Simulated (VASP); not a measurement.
Output of a VASP run:

**OSZICAR**
```
       N       E                     dE             d eps       ncg     rms          rms(c)
DAV:   1     0.108609546067E+03    0.10861E+03   -0.91308E+03   754   0.123E+03
DAV:   2    -0.250196044675E+01   -0.11111E+03   -0.10513E+03   879   0.293E+02
DAV:   3    -0.727810509766E+01   -0.47761E+01   -0.47613E+01   909   0.636E+01
DAV:   4    -0.731264907180E+01   -0.34544E-01   -0.34539E-01   839   0.539E+00
DAV:   5    -0.731313801817E+01   -0.48895E-03   -0.48894E-03   904   0.628E-01    0.803E+00
DAV:   6    -0.683569267622E+01    0.47745E+00   -0.99821E-01  1093   0.149E+01    0.633E+00
DAV:   7    -0.681608791353E+01    0.19605E-01   -0.17885E-01   784   0.352E+00    0.306E+00
DAV:   8    -0.681371352983E+01    0.23744E-02   -0.19539E-02   789   0.213E+00    0.256E-01
DAV:   9    -0.681339176742E+01    0.32176E-03   -0.29509E-03   874   0.926E-01    0.596E-02
DAV:  10    -0.681343505415E+01   -0.43287E-04   -0.25784E-04   779   0.214E-01    0.648E-02
DAV:  11    -0.681346494317E+01   -0.29889E-04   -0.48565E-05   825   0.801E-02    0.333E-02
DAV:  12    -0.681347120564E+01   -0.62625E-05   -0.30614E-05   779   0.645E-02    0.784E-03
DAV:  13    -0.681347120785E+01   -0.22062E-08   -0.26084E-06   869   0.184E-02
   1 F= -.68134712E+01 E0= -.68134712E+01  d E =-.681347E+01
```

File OUTCAR:
```
------------------------ aborting loop because EDIFF is reached ----------------------------------------
  FORCE on cell =-STRESS in cart. coord.  units (eV):
  Direction    XX          YY          ZZ          XY          YZ          ZX
  --------------------------------------------------------------------------------------
  Total       -0.0385391     -0.0385391     -0.0385391     -0.0000000      0.0000000      0.0000000
  in kB       -1.2395788     -1.2395788     -1.2395788     -0.0000000      0.0000000      0.0000000
  external PRESSURE =      -1.2395788 kB  Pullay stress =       0.0000000 kB
  volume of cell :       49.81
      direct lattice vectors                 reciprocal lattice vectors
     0.000000000  2.920357215  2.920357215    -0.171211932  0.171211932  0.171211932
     2.920357215  0.000000000  2.920357215     0.171211932 -0.171211932  0.171211932
     2.920357215  2.920357215  0.000000000     0.171211932  0.171211932 -0.171211932
  FREE ENERGIE OF THE ION-ELECTRON SYSTEM (eV)
  ---------------------------------------------------
  free  energy   TOTEN  =        -6.8134712078 eV

  energy  without entropy=       -6.8134712078  energy(sigma->0) =       -6.81347121

 reached required accuracy - stopping structural energy minimisation
```
(Selected blocks of OUTCAR.)

POSCAR:
```
CdS
1
    0.0000000000     2.9203572147     2.9203572147
    2.9203572147    -0.0000000000     2.9203572147
    2.9203572147     2.9203572147    -0.0000000000
Cd S
1 1
Direct
  0.0000000000   1.0000000000   1.0000000000
  0.2500000000   0.2500000000   0.2500000000
```

**Question.** Write an INCAR and KPOINTS that could have produced this output.

**Answer.** One answer among several that fit: the input of the run itself, PBEsol GGA, plane waves, VASP's PBE PAW potentials (set 64).

**INCAR**
```
SYSTEM = CdS
PREC = Accurate
ENCUT = 500
EDIFF = 1E-6
NELM = 100
ALGO = Normal
LREAL = .FALSE.
LASPH = .TRUE.
ISMEAR = 0
SIGMA = 0.05
GGA = PS
LMAXMIX = 4
LWAVE = .FALSE.
LCHARG = .FALSE.
IBRION = 2
ISIF = 3
NSW = 40
EDIFFG = -0.02
```

KPOINTS:
```
Automatic mesh
0
Gamma
8 8 8
0 0 0
```

POTCAR, in this order: Cd S (PBE.64 set). Program: vasp_std.

The compound is CdS in the zinc blende structure, a metastable form; wurtzite is the usual one. It was relaxed first.
